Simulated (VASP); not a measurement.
# Sc with PBEsol: from relaxation to properties

What structure and properties does PBEsol give Sc, and how near are they to the measured ones? The steps: full relaxation (PBEsol), second relaxation, density, ELF and potential (PBEsol), bands along the symmetry lines (PBEsol), total and projected DOS (PBEsol) and vibrations at Γ (PBEsol). The start is a cell from a database of measured crystal structures.

Program: VASP 6.6.1. Level of theory: PBEsol; plane waves and PAW (Sc_sv). Results are calculated unless marked as measured.

**Measured values to reproduce.**

“Electronic structure investigation of the cubic inverse perovskite Sc3AlN” (2011, arxiv:1112.2697) quotes from earlier work for Sc, hcp (literature value): lattice constant a (hexagonal a) 3.31 Å [Literature experimental value used as calculation input; sample form not stated].

Report form: the programs' logs are mostly left out.

### Step 1. The structure

Before any relaxation, the start is as follows. It takes space group P6_3/mmc (No. 194, hexagonal). Conventional cell: a = 3.309 Å, b = 3.309 Å, c = 5.273 Å, α = 90.00°, β = 90.00°, γ = 120.00°. Sc has 12 Sc at 3.26 to 3.31 Å nearest.

As a file:

```cif
data_structure
_symmetry_space_group_name_H-M 'P6_3/mmc'
_symmetry_Int_Tables_number 194
_cell_length_a 3.3090
_cell_length_b 3.3090
_cell_length_c 5.2733
_cell_angle_alpha 90.000
_cell_angle_beta 90.000
_cell_angle_gamma 120.000
_cell_volume 50.00
loop_
_atom_site_label
_atom_site_type_symbol
_atom_site_symmetry_multiplicity
_atom_site_Wyckoff_symbol
_atom_site_fract_x
_atom_site_fract_y
_atom_site_fract_z
_atom_site_occupancy
Sc1 Sc 2 c 0.33333 0.66667 0.25000 1
```

### Step 2. Full relaxation (PBEsol)

The start need not lie at this functional's minimum. ISIF = 3 frees volume, shape and positions, and EDIFFG sets the threshold on forces and stress at which the search stops. PBEsol restores the gradient expansion of exchange and is tuned for the cells of solids.

INCAR

```
SYSTEM = Sc
PREC = Accurate
ENCUT = 400
EDIFF = 1E-06
NELM = 100
ISMEAR = 1
SIGMA = 0.2
LREAL = .FALSE.
ALGO = Normal
GGA = PS
NBANDS = 17
LASPH = .TRUE.
LORBIT = 11
LWAVE = .FALSE.
LCHARG = .FALSE.
KPAR = 2
IBRION = 2
NSW = 60
ISIF = 3
EDIFFG = -0.01
```

POSCAR

```
Sc
1.0
    3.3090000000      0.0000000000      0.0000000000
   -1.6545000000      2.8656780611      0.0000000000
    0.0000000000      0.0000000000      5.2733000000
Sc
2
Direct
    0.3333333333      0.6666666667      0.2500000000
    0.6666666667      0.3333333333      0.7500000000
```

KPOINTS

```
Automatic mesh
0
Gamma
9 9 5
0 0 0
```

Potentials, in the order of the species: Sc_sv (PBE family, release 64).

Run with:

```bash
$ mpirun -np 2 vasp_std
```

Run time: 16 s. Hardware: 2 MPI ranks of Intel Xeon 6975P-C (Granite Rapids), shared host; peak memory 0.29 GiB.

The k-mesh is coarse for a metal. The PAW data sets were made with PBE, which is usual practice but a small mismatch for other functionals. The run keeps the 24 symmetry operations of its start, so it cannot find a distortion of lower symmetry.

The steps of the relaxation:

```csv
step,energy less that of the first step (eV),largest force (eV/Å),pressure (GPa),volume (Å³)
1,0.0000,0.0000,-2.90,50.00
2,-0.0277,0.0000,0.66,46.80
3,-0.0284,0.0000,0.15,47.20
4,-0.0297,0.0000,0.07,47.26
5,-0.0300,0.0000,0.00,47.30
```

```csv
"conventional cell, symmetrised",before,after,change
a (Å),3.309,3.277,-1.0 %
b (Å),3.309,3.277,-1.0 %
c (Å),5.273,5.088,-3.5 %
volume (Å³/atom),25.00,23.65,-5.4 %
```

Final coordinates:

```
Sc
1.0
     3.27656    0.00000    0.00000
    -1.63828    2.83758    0.00000
     0.00000    0.00000    5.08761
Sc
2
Direct
  0.33333 0.66667 0.25000
  0.66667 0.33333 0.75000
```

This step gave:

| Item | Value |
| --- | --- |
| electrons | 22 |
| bands | 17 |
| irreducible k-points | 36 |
| symmetry operations | 24 |
| free energy (TOTEN) | -13.21 eV |
| energy at zero smearing | -13.21 eV |
| Fermi energy | 3.819 eV |
| pressure | 9.50e-4 GPa |
| metallic, judged on the points sampled | yes |
| SCF cycles over all ionic steps | 38 |

It ends with forces that vanish by symmetry and a pressure of 0.00 GPa. The volume lies -5.4 % from that of the database's start, part of which can be the thermal and zero-point expansion of its experiment.

### Step 3. Second relaxation

The basis stayed that of the start cell while the cell moved. A rerun from the cell reached resets it; the error of the finite cutoff stays.

INCAR is that of step 2.

POSCAR

```
Sc
1.0
    3.2765563120      0.0000000000      0.0000000000
   -1.6382781560      2.8375810031      0.0000000000
    0.0000000000      0.0000000000      5.0876115349
Sc
2
Direct
    0.3333333333      0.6666666667      0.2500000000
    0.6666666667      0.3333333333      0.7500000000
```

KPOINTS is that of step 2.

Run with:

```bash
$ mpirun -np 2 vasp_std
```

It took 5.2 s on 2 MPI ranks; peak memory 0.28 GiB.

Little changed from the start: no atom moved by 0.005 Å and no cell edge by 0.1 %.

This step gave:

```
pressure                        : -0.03029 GPa
SCF cycles over all ionic steps : 13
```

It ends with forces that vanish by symmetry and a pressure of -0.03 GPa. The volume moved by under 0.01 %: the run met its threshold at the first step.

### Step 4. Density, ELF and potential (PBEsol)

The relaxed cell gets a fresh self-consistent run, on a basis set for its own volume, to fix the density and to check the remaining stress.

Changes to INCAR since step 3:

```diff
@@ -14,7 +14,5 @@
 LWAVE = .FALSE.
-LCHARG = .FALSE.
-KPAR = 2
-IBRION = 2
-NSW = 60
-ISIF = 3
-EDIFFG = -0.01
+LCHARG = .TRUE.
+ISIF = 2
+LELF = .TRUE.
+LVHAR = .TRUE.
```

POSCAR is that of step 3.

KPOINTS is that of step 3.

Run with:

```bash
$ mpirun -np 2 vasp_std
```

The job ended after 6 s (2 MPI ranks; peak memory 0.25 GiB; 10 s of CPU time).

Numbers from this step:

| Quantity | Value |
| --- | --- |
| SCF cycles | 13 |
| bands | 18 |
| pressure | -0.03641 GPa |

Valence electrons inside each PAW sphere by angular momentum. Sphere charges, by row:

```csv
atom,s (e),p (e),d (e),tot (e)
Sc1,2.285,6.11,1.031,9.425
Sc2,2.285,6.11,1.031,9.425
```

ELF in the ac plane at fractional y = 0.333, with atoms of Sc within 0.2 Å of it. It is the smooth field of the valence electrons, not physical close to the nuclei.

Ten even steps from '_' (0.10) to '@' (0.86):
```
::==++++++--::__________________..
..--++++==::______..--====::..____
__::====--..____::++######**==..__
__..----::____::++##%%%%%%%%##==..
____::::..____--##%%@@@@@@@@%%**::
____..::..__..++##@@@@@@@@@@%%##--
____..::..__..++##@@@@@@@@@@%%##--
____::::..____--##%%@@@@@@@@%%**::
__..----::____::++##%%%%%%%%##==..
__::====--..____::++######**==..__
..--++++==::______..--====::..____
::==++++++--::__________________..
----======----::....________....::
::::::::::::::--------------------
..________....::==++******++++--::
______________..--++######**++--..
______________..::++##%%%%##==::__
____......______::==##%%%%**==..__
__..::::::..____..==##%%%%**--..__
__..::::::..____..==##%%%%**--..__
____......______::==##%%%%**==..__
______________..::++##%%%%##==::__
______________..--++######**++--..
..________....::==++******++++--::
::::::::::::::--------------------
----======----::....________....::
```
Columns run along a (3.3 Å), rows up along c (5.1 Å). Atoms in or near the plane, at fractional coordinates: Sc at (0.67, 0.75).

Valence density in the ac plane at fractional y = 0.333, with atoms of Sc within 0.2 Å of it. It is the smooth field of the valence electrons, not physical close to the nuclei.

Ten steps, logarithmic in the rise over the least value, from '0' (0.1 e/Å³) to '9' (9.4 e/Å³):
```
00000000011111100
00000000123443210
00000001346665421
00000013567887642
10000014689998753
10000024789999863
10000024789999863
10000014689998753
00000013567887642
00000001346665421
00000000123443210
00000000011111100
00000000000000000
00000000000000000
00000000000000000
00111000000000000
01121100000000000
12222210000000000
12333210000000000
12333210000000000
12222210000000000
01121100000000000
00111000000000000
00000000000000000
00000000000000000
00000000000000000
```
Columns run along a (3.3 Å), rows up along c (5.1 Å). Atoms in or near the plane, at fractional coordinates: Sc at (0.67, 0.75).

Electrostatic potential energy in the ac plane at fractional y = 0.333, with atoms of Sc within 0.2 Å of it. With pseudopotentials it is smooth inside the atoms' cores, unlike the true potential.

Ten even steps from '0' (-29 eV) to '9' (2 eV):
```
99999998877777889
99999988765445678
89999987533223467
89999875321001246
78999874210000135
78999864200000125
78999864200000125
78999874210000135
89999875321001246
89999987533223467
99999988765445678
99999998877777889
99999999988888899
99999999999999999
98888999999999999
88878889999999999
87767788999999998
76666678999999998
76555678999999988
76555678999999988
76666678999999998
87767788999999998
88878889999999999
98888999999999999
99999999999999999
99999999988888899
```
Columns run along a (3.3 Å; values clipped at the 3rd and 97th percentile), rows up along c (5.1 Å). Atoms in or near the plane, at fractional coordinates: Sc at (0.67, 0.75).

In this run the pressure is -0.04 GPa, small enough to go on; single stress components reach 0.04 GPa.

### Step 5. Bands along the symmetry lines (PBEsol)

The mesh alone shows little of the dispersion and can miss band extrema, so KPOINTS_OPT adds a path through the symmetry points after the self-consistent cycle.

INCAR

```
SYSTEM = Sc
PREC = Accurate
ENCUT = 400
EDIFF = 1E-06
NELM = 100
ISMEAR = 1
SIGMA = 0.2
LREAL = .FALSE.
ALGO = Normal
GGA = PS
NBANDS = 23
LASPH = .TRUE.
LORBIT = 11
LWAVE = .FALSE.
LCHARG = .FALSE.
KPAR = 2
```

POSCAR is that of step 4.

KPOINTS is that of step 4.

KPOINTS_OPT

```
Line mode
16
Line-mode
Reciprocal
  0.00000000   0.00000000   0.00000000 GAMMA
  0.50000000   0.00000000   0.00000000 M

  0.50000000   0.00000000   0.00000000 M
  0.33333333   0.33333333   0.00000000 K

  0.33333333   0.33333333   0.00000000 K
  0.00000000   0.00000000   0.00000000 GAMMA

  0.00000000   0.00000000   0.00000000 GAMMA
  0.00000000   0.00000000   0.50000000 A

  0.00000000   0.00000000   0.50000000 A
  0.50000000   0.00000000   0.50000000 L

  0.50000000   0.00000000   0.50000000 L
  0.33333333   0.33333333   0.50000000 H

  0.33333333   0.33333333   0.50000000 H
  0.00000000   0.00000000   0.50000000 A

  0.50000000   0.00000000   0.50000000 L
  0.50000000   0.00000000   0.00000000 M

  0.33333333   0.33333333   0.00000000 K
  0.33333333   0.33333333   0.50000000 H
```

Run with:

```bash
$ mpirun -np 2 vasp_std
```

It took 17 s on 2 MPI ranks; peak memory 0.32 GiB; 29 s of CPU time.

This step gave:

```yaml
bands: 23
pressure: -0.02470 GPa
```

Electronic bands along the path, in eV, zero at the Fermi level; # counts the bands kept in this run:

```csv
point,#1,#2,#3,#4,#5,#6
Γ,-5.21,-1.70,0.74,1.63,1.63,1.93
0.53 of the way,-3.74,-0.78,-0.22,0.33,1.54,1.73
M,-1.65,-1.12,-0.73,-0.33,1.35,1.36
0.53 of the way,-1.29,-0.84,-0.63,-0.46,1.14,1.24
K,-0.73,-0.73,-0.63,-0.56,1.05,1.05
0.53 of the way,-3.70,-0.69,-0.19,0.26,1.48,1.53
Γ,-5.21,-1.70,0.74,1.63,1.63,1.93
0.53 of the way,-4.72,-2.33,0.63,1.48,1.48,1.60
A,-3.61,-3.61,1.01,1.01,1.53,1.53
0.47 of the way,-2.67,-2.67,0.46,0.46,1.26,1.26
L,-1.54,-1.54,0.08,0.08,1.35,1.35
0.47 of the way,-1.21,-1.21,0.19,0.19,0.72,0.72
H,-0.43,-0.43,-0.16,-0.16,0.30,0.30
0.53 of the way,-2.39,-2.39,0.38,0.38,1.13,1.13
A,-3.61,-3.61,1.01,1.01,1.53,1.53
jump to L,-1.54,-1.54,0.08,0.08,1.35,1.35
0.47 of the way,-1.70,-1.24,-0.27,-0.23,1.48,1.61
M,-1.65,-1.12,-0.73,-0.33,1.35,1.36
jump to K,-0.73,-0.73,-0.63,-0.56,1.05,1.05
0.47 of the way,-0.56,-0.55,-0.55,-0.49,0.78,0.78
H,-0.43,-0.43,-0.16,-0.16,0.30,0.30
```

There is no gap at this level.

Of the bands kept, 2 cross the Fermi level on this path.

### Step 6. Total and projected DOS (PBEsol)

A density of states needs more k-points than a total energy, and tetrahedra (ISMEAR = -5) or a smearing that fits the mesh; LORBIT projects the states on the PAW spheres. The mesh is finer than in the run before.

Changes to INCAR since step 5:

```diff
@@ -5,3 +5,3 @@
 NELM = 100
-ISMEAR = 1
+ISMEAR = -5
 SIGMA = 0.2
@@ -16 +16,2 @@
 KPAR = 2
+NEDOS = 2001
```

POSCAR is that of step 5.

KPOINTS

```
Automatic mesh
0
Gamma
14 14 8
0 0 0
```

Run with:

```bash
$ mpirun -np 2 vasp_std
```

Run time: 17 s. Hardware: 2 MPI ranks; peak memory 0.39 GiB.

With tetrahedra the forces and stress of a metal are not exact derivatives of the energy.

Numbers from this step:

| Quantity | Value |
| --- | --- |
| irreducible k-points | 120 |
| Fermi energy | 3.818 eV |
| pressure | -0.09736 GPa |
| DOS at the Fermi level, one point of the energy grid | 4.143 states/eV/cell |

The density of states has structure finer than the step of the table below, so its rows give means over 0.5 eV, whole bins alone (the curve runs from -12.0 to 2.30 eV). Peaks (eV: height): total 0.13: 5.21, 1.32: 5.75, 1.88: 5.78; Sc d 0.13: 2.65, 1.32: 3.79, 1.88: 4.48; Sc p 0.13: 0.437, 1.32: 0.310; Sc s -1.69: 0.280.

States under -12.0 eV and over 2.3 eV are left out. Density of states against energy, zero at the Fermi level; means over each step; values in states/eV/cell:

```csv
energy (eV),total,Sc d,Sc p,Sc s
-5.5,3.5e-5,0,0,1.1e-5
-5.0,0.0901,0,0.00116,0.0291
-4.5,0.216,0.00104,0.00641,0.0664
-4.0,0.313,0.00412,0.0146,0.0899
-3.5,0.415,0.0122,0.0256,0.110
-3.0,0.540,0.0306,0.0399,0.129
-2.5,0.721,0.0747,0.0578,0.150
-2.0,1.10,0.213,0.0804,0.187
-1.5,1.74,0.536,0.102,0.213
-1.0,2.08,0.852,0.120,0.132
-0.5,2.89,1.47,0.183,0.0339
0.0,3.93,2.00,0.317,0.0241
0.5,1.80,1.05,0.107,0.00951
1.0,3.57,2.32,0.175,0.0202
1.5,4.77,3.38,0.178,0.0282
2.0,4.05,3.16,0.0826,0.0166
```

The finer mesh and the other smearing move the Fermi level by -0.00 eV from the 9×9×5 run, a small shift, which tests the Fermi level alone. Of the states within 0.3 eV of the Fermi level, the largest shares in the PAW spheres are Sc d 51 % and Sc p 8 %. The rest lies in smaller channels or between the spheres.

### Step 7. Vibrations at Γ (PBEsol)

Zone-centre modes test whether the atoms sit at a minimum within this cell. IBRION = 8 takes the force constants from linear response, which needs tightly converged orbitals.

INCAR

```
SYSTEM = Sc
PREC = Accurate
ENCUT = 400
EDIFF = 1E-08
NELM = 100
ISMEAR = 1
SIGMA = 0.2
LREAL = .FALSE.
ALGO = Normal
GGA = PS
NBANDS = 17
LASPH = .TRUE.
LORBIT = 11
LWAVE = .FALSE.
LCHARG = .FALSE.
KPAR = 2
IBRION = 8
ISIF = 2
```

POSCAR is that of step 6.

KPOINTS is that of step 6.

Run with:

```bash
$ mpirun -np 2 vasp_std
```

It took 3.8 min on 2 MPI ranks; peak memory 1.1 GiB; 6.8 min of CPU time.

Energies printed during the response cycles are not total energies of the cell.

Numbers from this step:

| Item | Value |
| --- | --- |
| bands | 17 |
| pressure of the cell | -0.07924 GPa |
| largest force of the cell | 0 eV/Å |
| Fermi energy | 3.813 eV |

Modes at Γ:

```csv
mode,frequency (cm⁻¹),symmetry
1,0.0,acoustic
2,0.0,acoustic
3,0.0,acoustic
4,135.0,E2g
5,135.0,E2g
6,234.8,Bg
```

Displacements in mode 4 (135.0 cm⁻¹), the largest set to 1:
```
Sc1  0.00  1.00  0.00
Sc2  0.00 -1.00  0.00
```

Displacements in mode 6 (234.8 cm⁻¹), the largest set to 1:
```
Sc1  0.00  0.00  1.00
Sc2  0.00  0.00 -1.00
```

The three acoustic modes come out at zero, and all others are real. By the characters of their eigenvectors the optical modes sort into (cm⁻¹) Raman active: E2g 135; silent: Bg 235. B labels carry no number here, since it depends on the setting of the axes. With a centre of inversion no mode is active in both.

### Step 8. What came out

```
relaxed volume                            : 23.65 Å³/atom
relaxed conventional cell a, b, c         : 3.277, 3.277, 5.088 Å; angles 90.0, 90.0, 120.0°
space group after relaxing, within 0.02 Å : P6_3/mmc (No. 194)
band gap                                  : none, a metal
DOS at the Fermi level                    : 4.14 states/eV/cell
highest zone-centre mode                  : 235 cm⁻¹
```

**Reading.** With PBEsol, Sc relaxes to 23.65 Å³/atom in space group P6_3/mmc (held by the symmetry of the run) and comes out as a metal. Against the listed cell the volume lies -5.4 % (a -1.0 %, c -3.5 %). Bands along the symmetry lines (PBEsol): Of the bands kept, 2 cross the Fermi level on this path. Vibrations at Γ (PBEsol): The highest mode in this list at Γ lies at 234.8 cm⁻¹. The k-sampling is coarse for a metal, so the Fermi level, pressures and the shape of the cell carry errors. Modes at Γ alone can't show that the crystal is stable at other wave vectors. No search among competing phases was made. All values are for a static lattice at zero temperature.

Computed beside measured:

```
              quantity                         measured          PBEsol
lattice constant a (Å)                             3.31  3.277 (-1.0 %)
lattice constant c (Å)  not in our table of this source           5.088
```

Measured values from arxiv:1112.2697 (2011).

How well it matches: The lattice constant a is off by -1.0 %: fair agreement. The grades are ours: good and fair within 0.7 and 1.5 % for the lattice constant a. For lattice constants the calculation has a static lattice, without zero-point motion or thermal expansion.

[Lines on the potential files, build, host, timing and source positions are cut from VASP's logs without a mark.]

[Logs are printed without paths, hosts, clocks, repeated set-up lines and the standing remarks that a program may print on its own settings, such as how far it seeks lower states.]

[Hosts, paths, dates, database ids (printed as entryN), source tags and the programs' standing remarks are cut or masked in the printed files.]

[A measured line is paired with the nearest computed mode of its activity, which favours agreement.]

[In band tables of VASP the shares of atoms and orbitals are scaled to a sum of 1 inside the atoms' spheres.]
